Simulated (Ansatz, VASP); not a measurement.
**TcI3: VASP beside Ansatz**

One calculation is typed for both programs; each brings its own data sets. How far apart do they land? The structure shown is the start of the Ansatz relaxation below; VASP solves that cell, so the two are compared at the walk's first step.

Calculated with Ansatz 0.2.0; plane waves, with VASP 6.6.1 beside it; single point at LDA.

## Step 1: The structure

The cell holds 8 atoms: 2 Tc and 6 I. Its edges and angles: a = 7.362 Å, b = 7.362 Å, c = 30.397 Å, α = 90.0°, β = 90.0°, γ = 120.0°. Vacuum lies along c. The height across the vacuum is the one that the program set for its solve, not the one typed.

## Step 2: Ansatz: relaxation, LDA

Ansatz runs on its default PAW (the set named soft_2) files.

The two programs are compared at the cell with which this relaxation starts, whose forces are those of its first step.

File input.yaml:

```yaml
crystal:
  lattice:
    - [7.3625, 0.0, 0.0]
    - [-3.68125, 6.3761120354, 0.0]
    - [0.0, 0.0, 19.2984]
  atoms:
    - { symbol: Tc, position: [0.3333333333, 0.6666666667, 0.5] }
    - { symbol: Tc, position: [0.6666666667, 0.3333333333, 0.5] }
    - { symbol: I, position: [0.36, 0.0, 0.5854578618] }
    - { symbol: I, position: [0.0, 0.36, 0.5854578618] }
    - { symbol: I, position: [0.64, 0.64, 0.5854578618] }
    - { symbol: I, position: [0.64, 0.0, 0.4145421382] }
    - { symbol: I, position: [0.0, 0.64, 0.4145421382] }
    - { symbol: I, position: [0.36, 0.36, 0.4145421382] }
  periodic: [true, true, false]
kpoints:
  mp_grid: { grid: [6, 6, 1] }
hamiltonian:
  xc: lda
scf:
  occupations: { method: fermi_dirac, width: 0.02 }
relax:
  f_tol: 0.01
  max_steps: 80
  cell: {}
```

Run with:

```
$ ansatz run input.yaml --threads 8 --pin off --max-ram 14745MiB --backend cpu --events-out ev --progress --plain --runs-dir out
```

Numbers of over 12 decimals in the logs are rounded to 6 here.

Log:

```text
Warning: crystal.periodic: the lattice vector that does not repeat stood 0.000° off the slab's normal, 19.298 Å along it as the deck builds it. The run solves the slab on a vector along the normal, 30.397 Å long, with every atom where it was (on the deck's vector they left 16.00 Å outside them, and the widest stretch free of ions among them is 1.65 Å). A fractional position that the run reports is one of the run's ce [...]
crystal.periodic: the lattice vector that does not repeat stood 0.000° off the slab's normal, 19.298 Å along it as the deck builds it. The run solves the slab on a vector along the normal, 30.397 Å long, with every atom where it was (on the deck's vector they left 16.00 Å outside them, and the widest stretch free of ions among them is 1.65 Å). A fractional position that the run reports is one of the run's cell, which [...]
Engine: ansatz 0.2.0, aarch64-unknown-linux-gnu
Pseudopotentials: kind: paw
Pseudopotential: Tc, paw, valence charge 15, recommended cutoff 500 eV (normal), Tc.paw.azcp
Pseudopotential: I, paw, valence charge 17, recommended cutoff 420 eV (normal), I.paw.azcp
Functional definition: SPW92
  exchange = slater_x
  correlation = pw_c
Crystal: 8 atoms, lattice volume = 1426.951 Å³
Basis set: ecut = 500 eV, 36297 PW (Γ)
Bands: 80, of which v1, the nominal top of the filled ones, is band 66 counted from 1 (65 counted from 0)
Symmetry: 12 space group operations
Space group: P-31m (ITA 162), of the structure as read, at distance tolerance 1.1e-4 Å
k-points: 7 of 36
Non-local potential: Tc, projectors of the file, l = 0: 3, l = 1: 3, l = 2: 2, l = 3: 2
Non-local potential: I, projectors of the file, l = 0: 2, l = 1: 2, l = 2: 2, l = 3: 2
PAW form: soft (Blöchl's): semilocal exchange-correlation on the pseudo side does not see the compensation charge
PAW frozen core: Tc, regenerated for the run's functional, and the local potential with it (the file was generated under x = pbe(κ = 0.804, μ = 0.219515), c = pbe(β = 0.066725))
PAW frozen core: I, regenerated for the run's functional, and the local potential with it (the file was generated under x = pbe(κ = 0.804, μ = 0.219515), c = pbe(β = 0.066725))
PAW one-centre angular grid: Tc, 590 points (default); XC on 64 Gauss nodes
PAW one-centre angular grid: I, 590 points (default); XC on 64 Gauss nodes
[...]
relax step   4: F+E_penalty+E_count = -54697.04276393 eV  Δ(F+E_penalty+E_count) = -4.284e-2 eV  max|allowed force component| = 1.673e-1 eV/Å  Δτ_max = 0.0529 Å  P = -0.126 N/m  Ω = 1296.876 Å³  energy of the carried Pulay correction = +2.602e-3 eV  fix = [c, alpha, beta]  reactions: c -0.000 N/m  (7 SCF iters, dr2 threshold 8.00e-7 eV, accepted)
[...]
relax step   5: F+E_penalty+E_count = -54697.05289529 eV  Δ(F+E_penalty+E_count) = -1.013e-2 eV  max|allowed force component| = 9.117e-3 eV/Å  Δτ_max = 0.0367 Å  P = -0.163 N/m  Ω = 1304.961 Å³  energy of the carried Pulay correction = +2.433e-3 eV  fix = [c, alpha, beta]  reactions: c -0.000 N/m  (7 SCF iters, dr2 threshold 8.00e-7 eV, accepted)
[...]
relax step   6: F+E_penalty+E_count = -54697.05408800 eV  Δ(F+E_penalty+E_count) = -1.193e-3 eV  max|allowed force component| = 7.415e-3 eV/Å  Δτ_max = 0.0042 Å  P = -0.008 N/m  Ω = 1299.211 Å³  energy of the carried Pulay correction = +2.553e-3 eV  fix = [c, alpha, beta]  reactions: c -0.000 N/m  (7 SCF iters, dr2 threshold 3.76e-8 eV, accepted)
[...]
relax step   7: F+E_penalty+E_count = -54697.05288126 eV  Δ(F+E_penalty+E_count) = +1.207e-3 eV  max|allowed force component| = 7.419e-3 eV/Å  Δτ_max = 0.0000 Å  P = -0.017 N/m  Ω = 1299.211 Å³  fix = [c, alpha, beta]  reactions: c -0.000 N/m  stress off target by 1.67e-2 N/m on what of the cell is left free  SCF on the basis re-selected at this cell (its energy is not comparable with the rows above)  (7 SCF iters)
basis re-selected at this cell: Δ(F+E_penalty+E_count) = +1.207e-3 eV, ΔP = -0.008 N/m vs the last step (what re-selecting the basis moved, of the pressure what is left beyond the Pulay correction that the steps carried, after the strain that the cell walked since its last selection, with what the two solves' SCF thresholds leave and, on support functions, any second-order correction that the steps lacked; it is no m [...]
SCF converged after 7 iterations
Free energy (F): -54697.052881 eV
Harris-Foulkes:  -54697.052881 eV  (|F-HF|=4.37e-11)
Internal energy: -54697.038655 eV  (E = F + TS)
E sigma→0 (E₀):  -54697.045768 eV
Entropy (-TS):   -0.014226 eV (-1.778 meV/atom)
Fermi energy:    -4.907372 eV
--- Per-component energies (eV) ---
  E_band       = -4392.224195
  E_kinetic    = 2395.128086
  E_local      = -236791.557526  (includes V_loc(G=0)·N_el)
  E_nonlocal   = 72.621206
  E_hartree    = 117028.611206
  E_xc         = -1238.035077
  E_vxc        = -1358.693087  (∫ρ·V_xc dr)
  E_paw        = -34287.801228  (= ΣΔE_a)
  E_vpaw       = -2766.944251  (= ΣTr[D̂ρ^β])
  E_aug_tail   = -0.000056  (compensation charges beyond the density's cutoff)
  E_ewald      = 98118.284001
  E_core_change = 5.710732  (= ΣΔE_core)
  E_smearing   = -0.014226  (= −TS)
  E_closure    = -0.000000  (closes the sum)
  Σ components = -54697.052881   (vs F -54697.052881, Δ=0.00e0)
--- Forces (eV/Å), atoms counted from 1 ---
  atom   1  Tc     0.00000000    -0.00000000     0.00000000
  atom   2  Tc    -0.00000000     0.00000000    -0.00000000
  atom   3  I     -0.00741908     0.00000000     0.00557950
  atom   4  I      0.00370954    -0.00642511     0.00557950
  atom   5  I      0.00370954     0.00642511     0.00557950
  atom   6  I      0.00741908    -0.00000000    -0.00557950
  atom   7  I     -0.00370954     0.00642511    -0.00557950
  atom   8  I     -0.00370954    -0.00642511    -0.00557950
  max |Σ_I F_I| component: 4.34e-18 eV/Å
--- 2D stress c σ (N/m, compression-positive) ---
       -0.016685      -0.000000       0.000000
        0.000000      -0.016685      -0.000000
        0.000000      -0.000000      -0.000000
  P = ½ c Tr σ = -0.0167 N/m
--- Relaxed structure (6 steps of the walk, 6 accepted, 1 SCFs on fresh bases) ---
  F+E_penalty+E_count = -54697.05288126 eV   max|allowed force component| = 7.419e-3 eV/Å   (the final SCF, on the basis selected at the relaxed cell)
  cell:  # Å, volume = 1299.2111 Å³
    - [7.025231, 0, 0]
    - [-3.512616, 6.084029, 0]
    - [0, 0, 30.396800]
  atoms:
    - { symbol: Tc, position: [0.333333, 0.666667, 0.317441] }
    - { symbol: Tc, position: [0.666667, 0.333333, 0.317441] }
    - { symbol: I, position: [0.389660, -5.441320561341167e-19, 0.367317] }
    - { symbol: I, position: [-5.551115123125783e-17, 0.389660, 0.367317] }
    - { symbol: I, position: [0.610340, 0.610340, 0.367317] }
    - { symbol: I, position: [0.610340, -5.441320561341197e-19, 0.267566] }
    - { symbol: I, position: [-5.551115123125783e-17, 0.610340, 0.267566] }
    - { symbol: I, position: [0.389660, 0.389660, 0.267566] }
```

## Step 3: VASP: single point, LDA, start cell

The same cell, functional (in two slightly different forms), mesh and smearing now go to VASP, with its own data sets.

Lines of VASP's logs that name or quote its potential files are left out, and so is its time.

File INCAR:

```
SYSTEM = TcI3
PREC = Accurate
ENCUT = 400
EDIFF = 1E-06
NELM = 120
ISMEAR = -1
SIGMA = 0.02
LREAL = .FALSE.
ALGO = Normal
GGA = CA
NBANDS = 42
LASPH = .TRUE.
LORBIT = 11
LWAVE = .FALSE.
LCHARG = .FALSE.
ISIF = 2
LDIPOL = .TRUE.
IDIPOL = 3
DIPOL = 0.5 0.5 0.317
LVHAR = .TRUE.
GGA_COMPAT = .FALSE.
NELMDL = -8
KPAR = 2
```

File POSCAR:

```
TcI3
1.0
    7.3625000000      0.0000000000      0.0000000000
   -3.6812500000      6.3761120000      0.0000000000
    0.0000000000      0.0000000000     30.3968000000
Tc I
2 6
Direct
    0.3333333072      0.6666666144      0.3174413096
    0.6666666928      0.3333333856      0.3174413096
    0.3600000000      0.0000000000      0.3716970207
    0.9999999749      0.3599999498      0.3716970207
    0.6400000251      0.6400000502      0.3716970207
    0.6400000000      0.0000000000      0.2631855985
    0.0000000251      0.6400000502      0.2631855985
    0.3599999749      0.3599999498      0.2631855985
```

File KPOINTS:

```
Automatic mesh
0
Gamma
6 6 1
0 0 0
```

The projector-augmented-wave data sets are Tc_pv and I (LDA family, release 64).

Run with:

```
$ mpirun -np 2 vasp_std
```

Log:

```text
[banner, memory and clock lines left out]
running    2 mpi-ranks, on    1 nodes
 distrk:  each k-point on    1 cores,    2 groups
 distr:  one band on    1 cores,    1 groups

 POSCAR found type information on POSCAR TcI
 POSCAR found :  2 types and       8 ions
 LDA part: xc-table for (Slater(with rela. corr.)+CA(PZ))
 , standard interpolation
 POSCAR, INCAR and KPOINTS ok, starting setup
 FFT: planning ... GRIDC
 FFT: planning ... GRID_SOFT
 FFT: planning ... GRID
 WAVECAR not read
 entering main loop
       N       E                     dE             d eps       ncg     rms          rms(c)
DAV:   1     0.695636658682E+03    0.69564E+03   -0.19148E+04   636   0.892E+02
DAV:   2     0.679944519489E+02   -0.62764E+03   -0.61535E+03   948   0.239E+02
DAV:   3    -0.301606735972E+02   -0.98155E+02   -0.97625E+02   776   0.975E+01
DAV:   4    -0.340045074319E+02   -0.38438E+01   -0.37636E+01   792   0.217E+01
DAV:   5    -0.341022204034E+02   -0.97713E-01   -0.97241E-01   824   0.372E+00
DAV:   6    -0.341037202618E+02   -0.14999E-02   -0.14987E-02   776   0.432E-01
DAV:   7    -0.341037771222E+02   -0.56860E-04   -0.56848E-04   848   0.788E-02
DAV:   8    -0.341037792679E+02   -0.21457E-05   -0.21420E-05   640   0.135E-02    0.128E+01
DAV:   9    -0.339967277035E+02    0.10705E+00   -0.93024E+00   610   0.159E+01    0.890E+00
DAV:  10    -0.332276560672E+02    0.76907E+00   -0.72245E+00   604   0.165E+01    0.618E+00
DAV:  11    -0.328514951373E+02    0.37616E+00   -0.10041E+00   608   0.472E+00    0.220E+00
DAV:  12    -0.327880232513E+02    0.63472E-01   -0.22183E-01   614   0.231E+00    0.102E+00
DAV:  13    -0.327869613746E+02    0.10619E-02   -0.17388E-02   612   0.577E-01    0.516E-01
DAV:  14    -0.327860350471E+02    0.92633E-03   -0.23535E-03   684   0.158E-01    0.140E-01
[...]
DAV:  20    -0.327878350010E+02   -0.17750E-03   -0.12178E-05   560   0.691E-03    0.116E-02
DAV:  21    -0.327878901506E+02   -0.55150E-04   -0.34566E-06   576   0.709E-03    0.160E-03
DAV:  22    -0.327879369695E+02   -0.46819E-04   -0.13774E-06   448   0.369E-03    0.249E-03
DAV:  23    -0.327879495290E+02   -0.12559E-04   -0.23021E-07   396   0.170E-03    0.158E-03
DAV:  24    -0.327879562574E+02   -0.67284E-05   -0.15266E-07   364   0.126E-03    0.239E-04
DAV:  25    -0.327879608424E+02   -0.45851E-05   -0.67025E-08   338   0.753E-04    0.273E-04
DAV:  26    -0.327879629665E+02   -0.21241E-05   -0.19809E-09   332   0.467E-04    0.117E-04
DAV:  27    -0.327879638416E+02   -0.87507E-06    0.16192E-08   326   0.293E-04
   1 F= -.32787964E+02 E0= -.32765594E+02  d E =-.447392E-01
```

From OUTCAR (step 3):

```text
ion  position               nearest neighbor table
   1  0.333  0.667  0.317-   7 2.88   5 2.88   4 2.88   8 2.88   3 2.88   6 2.88
   2  0.667  0.333  0.317-   4 2.88   8 2.88   7 2.88   5 2.88   3 2.88   6 2.88
   3  0.360  0.000  0.372-   1 2.88   2 2.88
   4  1.000  0.360  0.372-   2 2.88   1 2.88
   5  0.640  0.640  0.372-   1 2.88   2 2.88
   6  0.640  0.000  0.263-   1 2.88   2 2.88
   7  0.000  0.640  0.263-   1 2.88   2 2.88
   8  0.360  0.360  0.263-   2 2.88   1 2.88

  LATTYP: Found a hexagonal cell.
 ALAT       =     7.3625000000
 C/A-ratio  =     4.1285976231

 Subroutine GETGRP returns: Found 12 space group operations
 (whereof  6 operations were pure point group operations)

The static configuration has the point symmetry C_3v.
 The point group associated with its full space group is D_3d.

 Found      7 irreducible k-points:

   k-points           NKPTS =      7   k-points in BZ     NKDIM =      7   number of bands    NBANDS=     42

   dimension x,y,z NGX =    48 NGY =   48 NGZ =  200
   dimension x,y,z NGXF=    96 NGYF=   96 NGZF=  400

   ENCUT  =  400.0 eV  29.40 Ry    5.42 a.u.  12.01 12.01 49.57*2*pi/ulx,y,z

   NELECT =      68.0000    total number of electrons

 k-points in reciprocal lattice and weights: Automatic mesh
   0.00000000  0.00000000  0.00000000       0.028
   0.16666667  0.00000000  0.00000000       0.167
   0.33333333  0.00000000  0.00000000       0.167
   0.50000000  0.00000000  0.00000000       0.083
   0.16666667  0.16666667  0.00000000       0.167
   0.33333333  0.16666667  0.00000000       0.333
   0.33333333  0.33333333  0.00000000       0.056

 dipolmoment           0.000000      0.000000      0.000015 electrons x Angstroem

 average (electrostatic) potential at core
       1 -83.3717       2 -83.3717       3-100.0761       4-100.0761       5-100.0761
       6-100.0761       7-100.0762       8-100.0762

 E-fermi :  -3.5041

 k-point     1 :       0.0000    0.0000    0.0000
  band No.  band energies     occupation
    ...
     32      -3.7634      2.00000
     33      -3.7634      2.00000
     34      -3.6498      1.99863
     35      -3.5055      1.03514
     36      -3.5055      1.03514
     37      -2.2197      0.00000
     38      -2.2197      0.00000
     39      -1.9319      0.00000
     40      -1.9319      0.00000
     41       0.1926      0.00000
    ...

 k-point     2 :       0.1667    0.0000    0.0000
  band No.  band energies     occupation
    ...
     31      -3.9013      2.00000
     32      -3.7543      1.99999
     33      -3.7203      1.99996
     34      -3.5722      1.93584
     35      -3.5103      1.15464
     36      -3.4712      0.32426
     37      -2.2161      0.00000
     38      -2.2033      0.00000
     39      -2.0671      0.00000
     40      -1.9625      0.00000
    ...

 k-point     3 :       0.3333    0.0000    0.0000
  band No.  band energies     occupation
    ...
     30      -4.8201      2.00000
     31      -3.9633      2.00000
     32      -3.7547      1.99999
     33      -3.7400      1.99998
     34      -3.5184      1.34210
     35      -3.4723      0.33903
     36      -3.3855      0.00531
     37      -2.2152      0.00000
     38      -2.1975      0.00000
     39      -2.1405      0.00000
    ...

  Total      -17.0875183    -17.0875181    -15.1622381      0.0000000      0.0000000     -0.0000000
  in kB      -19.1858244    -19.1858242    -17.0241243      0.0000000      0.0000000     -0.0000000
  external PRESSURE =     -18.4652576 kB  Pullay stress =       0.0000000 kB

  energy-cutoff  :      400.00
  volume of cell :     1426.95
      direct lattice vectors                 reciprocal lattice vectors
     7.362500000  0.000000000  0.000000000     0.135823430  0.078417694  0.000000000
    -3.681250000  6.376112000  0.000000000     0.000000000  0.156835388  0.000000000
     0.000000000  0.000000000 30.396800000     0.000000000  0.000000000  0.032898200

 POSITION                                       TOTAL-FORCE (eV/Angst)
 -----------------------------------------------------------------------------------
      0.00000      4.25074      9.64920         0.000000      0.000000     -0.000000
      3.68125      2.12537      9.64920        -0.000000     -0.000000     -0.000000
      2.65050      0.00000     11.29840         0.882067      0.000000     -1.505376
      6.03725      2.29540     11.29840        -0.441033      0.763892     -1.505376
      2.35600      4.08071     11.29840        -0.441033     -0.763892     -1.505376
      4.71200      0.00000      8.00000        -0.882067      0.000000      1.505376
     -2.35600      4.08071      8.00000         0.441033     -0.763892      1.505376
      1.32525      2.29540      8.00000         0.441033      0.763892      1.505376
 -----------------------------------------------------------------------------------
    total drift:                               -0.000000     -0.000000      0.000142

  FREE ENERGIE OF THE ION-ELECTRON SYSTEM (eV)
  ---------------------------------------------------
  free  energy   TOTEN  =       -32.7879638416 eV

  energy  without entropy=      -32.7432246662  energy(sigma->0) =      -32.76559425

 vacuum level on the upper side and lower side of the slab         1.854         1.854

 total charge
# of ion       s       p       d       tot
------------------------------------------
    1        0.265   6.223   4.942  11.429
    2        0.265   6.223   4.942  11.429
    3        1.516   2.693   0.023   4.232
    4        1.516   2.693   0.023   4.232
    5        1.516   2.693   0.023   4.232
    6        1.516   2.693   0.023   4.232
    7        1.516   2.693   0.023   4.232
    8        1.516   2.693   0.023   4.232
--------------------------------------------------
tot          9.629  28.602  10.021  48.251

[... 3 further parts left out ...]
```

## Step 4: Side by side

Known differences besides the potentials themselves: the two LDA forms differ slightly; Ansatz cuts the interaction across the vacuum, VASP repeats the sheet with a dipole correction; the data sets hold 132 valence electrons in Ansatz (on its default PAW (the set named soft_2) files) and 68 in VASP; the cutoff is 500 eV in Ansatz and 400 eV in VASP; VASP's log shows a relativistic correction to its local exchange, Ansatz's none. Total energies have different zeros and are not compared.

Forces (eV/Å; atoms numbered as in POSCAR):

| atom | Ansatz x, y, z | VASP x, y, z |
| --- | --- | --- |
| Tc1 | 0.000, 0.000, 0.000 | 0.000, 0.000, 0.000 |
| Tc2 | 0.000, 0.000, 0.000 | 0.000, 0.000, 0.000 |
| I3 | 0.880, 0.000, -1.502 | 0.882, 0.000, -1.505 |
| I4 | -0.440, 0.762, -1.502 | -0.441, 0.764, -1.505 |
| I5 | -0.440, -0.762, -1.502 | -0.441, -0.764, -1.505 |
| I6 | -0.880, 0.000, 1.502 | -0.882, 0.000, 1.505 |
| I7 | 0.440, -0.762, 1.502 | 0.441, -0.764, 1.505 |
| I8 | 0.440, 0.762, 1.502 | 0.441, 0.764, 1.505 |

The forces differ by 2.0 meV/Å r.m.s., which is 0.2 % of the r.m.s. force of 0.872 eV/Å (both taken over all components). With vacuum in the cell, a pressure given here is an average over mostly empty space and none of the material.

## Step 5: What came out

* r.m.s. force difference (single point, LDA, start cell): 0.22 % of the r.m.s. force

What this shows: The r.m.s. force difference is 0.22 % of the r.m.s. force (single point, LDA, start cell), within the 3 % picked in this series as the mark of a large difference. The data sets hold unlike numbers of valence electrons (132 in Ansatz and 68 in VASP), so part of the differences comes from the potentials. 1 further run of this series is not shown here. How closely two codes agree says nothing of how well the functional describes the real material.

[Lines on the potential files, build, host, timing and source positions are cut from VASP's logs without a mark.]

[Logs are printed without paths, hosts, clocks, repeated set-up lines and the standing remarks that a program may print on its own settings, such as how far it seeks lower states.]

[Hosts, paths, dates, database ids (printed as entryN), source tags and the programs' standing remarks are cut or masked in the printed files.]
